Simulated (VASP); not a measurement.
# A VASP study of TePdS (PBE + D4): structure first, properties next, part 2 of 4

Aim: relax TePdS, then compute properties on the relaxed cell. The cell is invented: it takes the structure of a Materials Project entry for TePdSe (space group 156 there), with some of its atoms replaced by other elements, volume scaled by an estimate. It may not be a known or stable phase. The atoms of the start are displaced at random from the sites of a P3m1 cell.

VASP 6.6.1; PBE with D4; plane waves and PAW (Te, Pd, S); invented cell.

Still holding for the runs below: The k-mesh is coarse for a metal.

So far. Step 2 (Rough relaxation of the start cell): It ends with a largest force of 0.021 eV/Å and a pressure of -0.06 GPa.

## Step 3: Relaxing cell and atoms (PBE + D4)

Properties are meant for the cell that this level of theory prefers, so cell and atoms are relaxed first (ISIF = 3) until forces and stress are small; EDIFFG sets the threshold.

INCAR reads:

```
SYSTEM = TePdS
PREC = Accurate
ENCUT = 400
EDIFF = 1E-06
NELM = 100
ISMEAR = -1
SIGMA = 0.05
LREAL = .FALSE.
ALGO = Normal
GGA = PE
IVDW = 13
NBANDS = 17
LORBIT = 11
LWAVE = .FALSE.
LCHARG = .FALSE.
IBRION = 2
NSW = 60
ISIF = 3
EDIFFG = -0.01
```

POSCAR reads:

```
TePdS
1.0
    3.3159316200     -1.9125684100      0.0000000000
    3.3159316200      1.9125684100      0.0000000000
   -0.0047400400      0.0000000000      4.7018101900
Te Pd S
1 1 1
Direct
    0.0008495350      0.0008495350      0.2903095240
    0.6669770280      0.6669770280      0.9828592260
    0.3330662810      0.3330662810      0.7348592500
```

KPOINTS reads:

```
Automatic mesh
0
Gamma
7 7 5
0 0 0
```

PAW data sets: Te, Pd and S (PBE family, release 64).

The cell reached was symmetrised within 0.01 Å before this step, which raises the operations from 1 to 2, which the run then keeps.

Started as:

```console
> mpirun -np 1 vasp_std
```

Output:

```text
[... set-up lines as in an earlier step ...]
 entering main loop
       N       E                     dE             d eps       ncg     rms          rms(c)
DAV:   1     0.927480172586E+02    0.92748E+02   -0.86889E+03  2448   0.931E+02
DAV:   2    -0.985497316644E+01   -0.10260E+03   -0.99846E+02  3027   0.199E+02
DAV:   3    -0.136748439925E+02   -0.38199E+01   -0.37941E+01  2965   0.407E+01
DAV:   4    -0.137144599365E+02   -0.39616E-01   -0.39599E-01  3342   0.451E+00
DAV:   5    -0.137151616592E+02   -0.70172E-03   -0.70170E-03  3081   0.545E-01    0.133E+01
DAV:   6    -0.133888057442E+02    0.32636E+00   -0.38689E+00  2781   0.197E+01    0.974E+00
DAV:   7    -0.131859890502E+02    0.20282E+00   -0.12318E+00  2529   0.124E+01    0.495E+00
DAV:   8    -0.131624713342E+02    0.23518E-01   -0.12250E-01  2848   0.305E+00    0.161E+00
DAV:   9    -0.131619130210E+02    0.55831E-03   -0.62314E-03  3169   0.698E-01    0.495E-01
DAV:  10    -0.131618037495E+02    0.10927E-03   -0.16267E-03  2830   0.271E-01    0.172E-01
DAV:  11    -0.131618302444E+02   -0.26495E-04   -0.15920E-04  2972   0.738E-02    0.613E-02
DAV:  12    -0.131618189463E+02    0.11298E-04   -0.25113E-05  2744   0.329E-02    0.204E-02
DAV:  13    -0.131618208581E+02   -0.19119E-05   -0.85103E-06  2794   0.252E-02    0.880E-03
DAV:  14    -0.131618206902E+02    0.16792E-06   -0.88647E-07  1438   0.927E-03
   1 F= -.14633098E+02 E0= -.14626336E+02  d E =-.146331E+02
 curvature:   0.00 expect dE= 0.000E+00 dE for cont linesearch  0.000E+00
 trial: gam= 0.00000 g(F)=  0.270E-03 g(S)=  0.136E-02 ort = 0.000E+00 (trialstep = 0.100E+01)
 search vector abs. value=  0.163E-02
 bond charge predicted
       N       E                     dE             d eps       ncg     rms          rms(c)
DAV:   1    -0.131688489548E+02   -0.70281E-02   -0.14569E-01  2542   0.263E+00    0.363E-01
DAV:   2    -0.131675466668E+02    0.13023E-02   -0.19411E-02  2628   0.143E+00    0.292E-01
DAV:   3    -0.131664199834E+02    0.11267E-02   -0.39950E-03  2740   0.690E-01    0.933E-02
DAV:   4    -0.131662349777E+02    0.18501E-03   -0.62880E-04  3003   0.163E-01    0.458E-02
DAV:   5    -0.131662295040E+02    0.54737E-05   -0.38520E-05  3160   0.484E-02    0.382E-02
DAV:   6    -0.131662284465E+02    0.10576E-05   -0.53618E-06  2769   0.185E-02    0.128E-02
DAV:   7    -0.131662282071E+02    0.23936E-06   -0.94469E-07  1321   0.797E-03
   2 F= -.14634264E+02 E0= -.14627614E+02  d E =-.116585E-02
[...]
3 F= -.14634547E+02 E0= -.14627999E+02  d E =-.144856E-02
[...]
4 F= -.14635076E+02 E0= -.14628619E+02  d E =-.529104E-03
[...]
5 F= -.14635079E+02 E0= -.14628627E+02  d E =-.532247E-03
[...]
6 F= -.14635076E+02 E0= -.14628635E+02  d E =-.528737E-03
[...]
7 F= -.14635080E+02 E0= -.14628630E+02  d E =-.532807E-03
[...]
8 F= -.14635182E+02 E0= -.14628741E+02  d E =-.101832E-03
 trial-energy change:   -0.000102  1 .order   -0.000102   -0.000145   -0.000059
 step:   1.1843(harm=  1.1843)  dis= 0.00253  next Energy=   -14.635202 (dE=-0.122E-03)
 bond charge predicted
       N       E                     dE             d eps       ncg     rms          rms(c)
DAV:   1    -0.131666016180E+02   -0.36035E-03   -0.81127E-03  2479   0.528E-01    0.447E-02
DAV:   2    -0.131665945861E+02    0.70319E-05   -0.26564E-04  3116   0.140E-01    0.278E-02
DAV:   3    -0.131665856286E+02    0.89576E-05   -0.37261E-05  2722   0.639E-02    0.127E-02
DAV:   4    -0.131665819022E+02    0.37263E-05   -0.91083E-06  2939   0.240E-02    0.606E-03
DAV:   5    -0.131665815988E+02    0.30346E-06   -0.87429E-07  1324   0.638E-03
   9 F= -.14635201E+02 E0= -.14628765E+02  d E =-.121057E-03
 curvature:  -0.61 expect dE=-0.158E-04 dE for cont linesearch -0.926E-08
 trial: gam= 0.13247 g(F)=  0.100E-04 g(S)=  0.157E-04 ort =-0.179E-05 (trialstep = 0.800E+00)
 search vector abs. value=  0.290E-04
 reached required accuracy - stopping structural energy minimisation
```

Elapsed: 4.7 min, on 1 MPI rank of AMD EPYC 7R43, shared host; peak memory 0.18 GiB.

OUTCAR, selected parts (step 3):

```text
  LATTYP: Found a base centered monoclinic cell.
 ALAT       =     6.6318632400
 B/A-ratio  =     0.5767816195
 C/A-ratio  =     0.7089730908
 COS(beta)  =    -0.0010081304

 Subroutine GETGRP returns: Found  2 space group operations
 (whereof  2 operations were pure point group operations)

The static configuration has the point symmetry C_1h.

 Found     72 irreducible k-points:

   k-points           NKPTS =     72   k-points in BZ     NKDIM =     72   number of bands    NBANDS=     17

   dimension x,y,z NGX =    28 NGY =   28 NGZ =   32
   dimension x,y,z NGXF=    56 NGYF=   56 NGZF=   64

   ENCUT  =  400.0 eV  29.40 Ry    5.42 a.u.   6.24  6.24  7.67*2*pi/ulx,y,z

   NELECT =      22.0000    total number of electrons

 E-fermi :   8.4010

 k-point     1 :       0.0000    0.0000    0.0000
  band No.  band energies     occupation
    ...
      6       4.9717      2.00000
      7       4.9738      2.00000
      8       6.1179      2.00000
      9       7.8133      1.99998
     10       7.8309      1.99998
     11       9.2326      0.00000
     12       9.2476      0.00000
     13       9.6997      0.00000
     14      11.7796      0.00000
     15      14.3768      0.00000
    ...

 k-point     2 :       0.1429    0.0000    0.0000
  band No.  band energies     occupation
    ...
      7       4.8873      2.00000
      8       5.9124      2.00000
      9       6.7345      2.00000
     10       7.2471      2.00000
     11       8.2672      1.87100
     12       9.7170      0.00000
     13      10.3414      0.00000
     14      12.6005      0.00000
     15      14.7586      0.00000
     16      15.7548      0.00000
    ...

  DFT-D4 for vdW energy calculation

  Edisp (eV):   -1.46862

  Total      -0.01627     0.01140    -0.00249     0.00000     0.00000    -0.01697
  in kB      -0.43638     0.30579    -0.06670     0.00000     0.00000    -0.45512
  external pressure =       -0.07 kB  Pullay stress =        0.00 kB

  energy-cutoff  :      400.00
  volume of cell :       59.75
      direct lattice vectors                 reciprocal lattice vectors
     3.297905054 -1.904206314  0.000002763     0.151611399 -0.262576590  0.000147554
     3.297905054  1.904206314  0.000002763     0.151611399  0.262576590  0.000147554
    -0.004629726  0.000000000  4.757038418    -0.000000176  0.000000000  0.210214825

 POSITION                                       TOTAL-FORCE (eV/Angst)
 -----------------------------------------------------------------------------------
      0.00473      0.00000      1.38549        -0.004892      0.000000      0.002029
      4.39444      0.00000      4.67310         0.005530      0.000000      0.007562
      2.19323      0.00000      3.49368        -0.000638      0.000000     -0.009591
 -----------------------------------------------------------------------------------
    total drift:                               -0.000261      0.000000      0.000545

  FREE ENERGIE OF THE ION-ELECTRON SYSTEM (eV)
  ---------------------------------------------------
  free  energy   TOTEN  =       -14.6352007740 eV

  energy  without entropy=      -14.6223301627  energy(sigma->0) =      -14.62876547

 total charge
# of ion       s       p       d       tot
------------------------------------------
    1        1.427   1.788   0.076   3.291
    2        0.484   0.583   8.488   9.555
    3        1.372   2.243   0.000   3.616
--------------------------------------------------
tot          3.283   4.615   8.564  16.461

[... 1 part as in an earlier step ...]

[... 7 further parts left out ...]
```

The run keeps the 2 symmetry operations of its start, so it cannot find a distortion of lower symmetry.

Relaxation path:

| step | energy less that of the first step (eV) | largest force (eV/Å) | pressure (GPa) | volume (Å³) |
| --- | --- | --- | --- | --- |
| 1 | 0.0000 | 0.0532 | 0.13 | 59.64 |
| 2 | -0.0012 | 0.0067 | -0.14 | 59.78 |
| 3 | -0.0014 | 0.0514 | -0.36 | 59.91 |
| 4 | -0.0020 | 0.0452 | 0.01 | 59.73 |
| 5 | -0.0020 | 0.0446 | 0.03 | 59.72 |
| 6 | -0.0020 | 0.0441 | 0.08 | 59.70 |
| 7 | -0.0020 | 0.0447 | 0.04 | 59.71 |
| 8 | -0.0021 | 0.0228 | 0.01 | 59.73 |
| 9 | -0.0021 | 0.0096 | -0.01 | 59.75 |

| cell as run | before | after | change |
| --- | --- | --- | --- |
| a (Å) | 3.828 | 3.808 | -0.5 % |
| b (Å) | 3.828 | 3.808 | -0.5 % |
| c (Å) | 4.702 | 4.757 | +1.2 % |
| γ (°) | 59.95 | 60.00 | +0.1 % |
| volume (Å³/atom) | 19.88 | 19.92 | +0.2 % |

The relaxed structure:

```
Te Pd S
1.0
     3.29791   -1.90421    0.00000
     3.29791    1.90421    0.00000
    -0.00463    0.00000    4.75704
Te Pd S
1 1 1
Cartesian
  0.0047 0.0000 1.3855
  4.3944 0.0000 4.6731
  2.1932 0.0000 3.4937
```

This step gave:

* irreducible k-points: 72
* symmetry operations: 2
* free energy (TOTEN): -14.64 eV
* energy at zero smearing: -14.63 eV
* Fermi energy: 8.401 eV
* pressure: -0.006576 GPa
* SCF cycles over all ionic steps: 58

It ends with a largest force of 0.010 eV/Å and a pressure of -0.01 GPa.

## Step 4: Density, ELF and potential (PBE + D4)

The relaxed cell gets a fresh self-consistent run, on a basis set for its own volume, to fix the density and to check the remaining stress.

Changes to INCAR since step 3:

```diff
@@ -14,6 +14,5 @@
 LWAVE = .FALSE.
-LCHARG = .FALSE.
-IBRION = 2
-NSW = 60
-ISIF = 3
-EDIFFG = -0.01
+LCHARG = .TRUE.
+ISIF = 2
+LELF = .TRUE.
+LVHAR = .TRUE.
```

POSCAR reads:

```
TePdS
1.0
    3.2979050537     -1.9042063142      0.0000027632
    3.2979050537      1.9042063142      0.0000027632
   -0.0046297263      0.0000000000      4.7570384180
Te Pd S
1 1 1
Direct
    0.0009216943      0.0009216943      0.2912505260
    0.6669374605      0.6669374605      0.9823536472
    0.3330336892      0.3330336892      0.7344238269
```

KPOINTS is that of step 3.

Started as:

```console
> mpirun -np 1 vasp_std
```

Output:

```text
[... set-up lines as in an earlier step ...]
 entering main loop
       N       E                     dE             d eps       ncg     rms          rms(c)
DAV:   1     0.920091200937E+02    0.92009E+02   -0.86386E+03  2448   0.927E+02
DAV:   2    -0.986997626340E+01   -0.10188E+03   -0.99343E+02  3006   0.198E+02
DAV:   3    -0.136853777731E+02   -0.38154E+01   -0.37790E+01  3037   0.404E+01
DAV:   4    -0.137238129602E+02   -0.38435E-01   -0.38426E-01  3282   0.443E+00
DAV:   5    -0.137245377258E+02   -0.72477E-03   -0.72474E-03  3168   0.555E-01    0.133E+01
DAV:   6    -0.133906617132E+02    0.33388E+00   -0.38093E+00  2838   0.198E+01    0.971E+00
DAV:   7    -0.131915488234E+02    0.19911E+00   -0.12205E+00  2526   0.125E+01    0.494E+00
DAV:   8    -0.131674126308E+02    0.24136E-01   -0.12730E-01  2837   0.313E+00    0.161E+00
DAV:   9    -0.131668522532E+02    0.56038E-03   -0.62430E-03  3123   0.683E-01    0.473E-01
DAV:  10    -0.131667425584E+02    0.10969E-03   -0.16185E-03  2839   0.262E-01    0.188E-01
DAV:  11    -0.131667722806E+02   -0.29722E-04   -0.17820E-04  2917   0.764E-02    0.604E-02
DAV:  12    -0.131667598394E+02    0.12441E-04   -0.30046E-05  2670   0.352E-02    0.220E-02
DAV:  13    -0.131667619459E+02   -0.21066E-05   -0.93747E-06  2880   0.264E-02    0.909E-03
DAV:  14    -0.131667617930E+02    0.15296E-06   -0.80703E-07  1470   0.857E-03
   1 F= -.14635381E+02 E0= -.14628946E+02  d E =-.128705E-01
```

Elapsed: 83 s, on 1 MPI rank; peak memory 0.17 GiB.

From OUTCAR (step 4):

```text
  LATTYP: Found a base centered monoclinic cell.
 ALAT       =     6.5958101074
 B/A-ratio  =     0.5773987678
 C/A-ratio  =     0.7212215927
 COS(beta)  =    -0.0009723988

The static configuration has the point symmetry C_1h.

 Found     72 irreducible k-points:

   ENCUT  =  400.0 eV  29.40 Ry    5.42 a.u.   6.21  6.21  7.76*2*pi/ulx,y,z

   NELECT =      22.0000    total number of electrons

 E-fermi :   8.4009

 k-point     1 :       0.0000    0.0000    0.0000
  band No.  band energies     occupation
    ...
      6       4.9716      2.00000
      7       4.9737      2.00000
      8       6.1179      2.00000
      9       7.8132      1.99998
     10       7.8308      1.99998
     11       9.2326      0.00000
     12       9.2476      0.00000
     13       9.6997      0.00000
     14      11.7795      0.00000
     15      14.3766      0.00000
    ...

 k-point     2 :       0.1429   -0.0000    0.0000
  band No.  band energies     occupation
    ...
      7       4.8871      2.00000
      8       5.9123      2.00000
      9       6.7344      2.00000
     10       7.2470      2.00000
     11       8.2672      1.87089
     12       9.7170      0.00000
     13      10.3414      0.00000
     14      12.6004      0.00000
     15      14.7586      0.00000
     16      15.7547      0.00000
    ...

  DFT-D4 for vdW energy calculation

  Edisp (eV):   -1.46862

  Total      -0.01533     0.01315     0.00660     0.00000     0.00000    -0.01707
  in kB      -0.41109     0.35253     0.17703     0.00000     0.00000    -0.45777
  external pressure =        0.04 kB  Pullay stress =        0.00 kB

 POSITION                                       TOTAL-FORCE (eV/Angst)
 -----------------------------------------------------------------------------------
      0.00473      0.00000      1.38549        -0.004993      0.000000      0.002535
      4.39444      0.00000      4.67310         0.005588      0.000000      0.006727
      2.19323      0.00000      3.49368        -0.000595      0.000000     -0.009262
 -----------------------------------------------------------------------------------
    total drift:                                0.000013      0.000000     -0.000620

  FREE ENERGIE OF THE ION-ELECTRON SYSTEM (eV)
  ---------------------------------------------------
  free  energy   TOTEN  =       -14.6353809681 eV

  energy  without entropy=      -14.6225104444  energy(sigma->0) =      -14.62894571

[... 5 parts as in an earlier step ...]

[... 7 further parts left out ...]
```

Numbers from this step:

| Quantity | Value |
| --- | --- |
| SCF cycles | 14 |
| pressure | 0.003949 GPa |

Valence electrons inside each PAW sphere by angular momentum. Sphere charges, by row:

| atom | s (e) | p (e) | d (e) | tot (e) |
| --- | --- | --- | --- | --- |
| Te1 | 1.427 | 1.788 | 0.076 | 3.291 |
| Pd2 | 0.484 | 0.583 | 8.488 | 9.555 |
| S3 | 1.372 | 2.243 | 0 | 3.616 |

Valence density in the ac plane at fractional y = 0.001, with atoms of Te within 0.2 Å of it. It is the smooth field of the valence electrons, not physical close to the nuclei.

Ten even steps from '0' (-0.33 e/Å³) to '9' (0.51 e/Å³), each cell a mean:
```
55556788876555
44556789876544
44456789876544
44456789875544
44456788865544
44455677765544
55555566655555
77665555555677
99876555556799
89986554557999
36997554568985
03898655568972
14898655578973
67998665678997
99987666677899
88777777777778
66666788776666
```
Columns run along a (3.8 Å), rows up along c (4.8 Å). Atoms in or near the plane, at fractional coordinates: Te at (0.00, 0.29).

ELF in the ac plane at fractional y = 0.001, with atoms of Te within 0.2 Å of it. It is the smooth field of the valence electrons, not physical close to the nuclei.

Values, 17 rows by 14 columns, each cell a mean:
```
0.16 0.16 0.16 0.18 0.19 0.20 0.22 0.23 0.22 0.19 0.18 0.17 0.16 0.16
0.07 0.07 0.10 0.15 0.20 0.25 0.28 0.29 0.27 0.23 0.19 0.13 0.09 0.07
0.03 0.04 0.08 0.16 0.28 0.40 0.47 0.50 0.46 0.36 0.24 0.13 0.06 0.04
0.02 0.03 0.08 0.19 0.36 0.55 0.65 0.68 0.63 0.49 0.30 0.14 0.05 0.03
0.03 0.04 0.08 0.18 0.38 0.59 0.70 0.73 0.68 0.52 0.31 0.14 0.06 0.04
0.15 0.13 0.11 0.15 0.30 0.51 0.64 0.68 0.62 0.44 0.24 0.13 0.11 0.14
0.48 0.41 0.26 0.18 0.22 0.36 0.49 0.53 0.46 0.30 0.19 0.19 0.31 0.43
0.81 0.76 0.61 0.40 0.23 0.20 0.25 0.28 0.24 0.20 0.26 0.46 0.68 0.78
0.88 0.88 0.82 0.66 0.40 0.19 0.13 0.12 0.13 0.23 0.47 0.72 0.85 0.88
0.86 0.87 0.87 0.80 0.60 0.28 0.12 0.08 0.14 0.37 0.67 0.83 0.88 0.87
0.76 0.80 0.85 0.83 0.71 0.41 0.17 0.11 0.21 0.52 0.76 0.85 0.84 0.79
0.63 0.71 0.81 0.83 0.74 0.48 0.23 0.16 0.27 0.58 0.78 0.83 0.79 0.69
0.61 0.69 0.79 0.81 0.72 0.48 0.27 0.21 0.31 0.57 0.76 0.81 0.77 0.67
0.69 0.73 0.79 0.78 0.66 0.43 0.27 0.23 0.29 0.50 0.71 0.79 0.78 0.72
0.71 0.73 0.74 0.68 0.52 0.32 0.24 0.22 0.25 0.38 0.57 0.71 0.74 0.73
0.61 0.62 0.58 0.49 0.35 0.24 0.23 0.23 0.23 0.27 0.38 0.52 0.60 0.62
0.42 0.41 0.36 0.30 0.24 0.21 0.22 0.23 0.22 0.21 0.25 0.32 0.38 0.41
```
Columns run along a (3.8 Å), rows up along c (4.8 Å). Atoms in or near the plane, at fractional coordinates: Te at (0.00, 0.29).

Electrostatic potential energy in the ac plane at fractional y = 0.001, with atoms of Te within 0.2 Å of it. With pseudopotentials it is smooth inside the atoms' cores, unlike the true potential.

Ten even steps from '_' (-92 eV) to '@' (4 eV), each cell a mean:
```
@@@@@@@@@@@@@@@@@@@@@@@@@@@@
@@@@@@@@@@@@@@@@@@@@@@@@@@@@
@@@@@@@@@@@@@@@@@@@@@@@@@@@@
@@@@@@@@@@@@@@@@@@@@@@@@@@@@
@@@@@@@@@@@@@@@@@@@@@@@@@@@@
@@@@@@@@@@@@@@@@@@@@@@@@@@@@
@@@@@@@@@@@@@@@@@@@@@@@@@@@@
%%@@@@@@@@@@@@@@@@@@@@@@@@@@
****%%@@@@@@@@@@@@@@@@@@##**
::--++%%@@@@@@@@@@@@@@##==::
____::**%%@@@@@@@@@@%%++..__
____..++%%@@@@@@@@@@%%==____
____::**%%@@@@@@@@@@%%==..__
__..==##@@@@@@@@@@@@%%**--..
==++##%%@@@@@@@@@@@@@@%%**==
%%%%@@@@@@@@@@@@@@@@@@@@%%%%
@@@@@@@@@@@@@@@@@@@@@@@@@@@@
```
Columns run along a (3.8 Å; values clipped at the 3rd and 97th percentile), rows up along c (4.8 Å). Atoms in or near the plane, at fractional coordinates: Te at (0.00, 0.29).

In this run the pressure is 0.00 GPa, small enough to go on.

[end of part 2 of 4]

[Lines on the potential files, build, host, timing and source positions are cut from VASP's logs without a mark.]

[Logs are printed without paths, hosts, clocks, repeated set-up lines and the standing remarks that a program may print on its own settings, such as how far it seeks lower states.]

[Hosts, paths, dates, database ids (printed as entryN), source tags and the programs' standing remarks are cut or masked in the printed files.]

[A measured line is paired with the nearest computed mode of its activity, which favours agreement.]
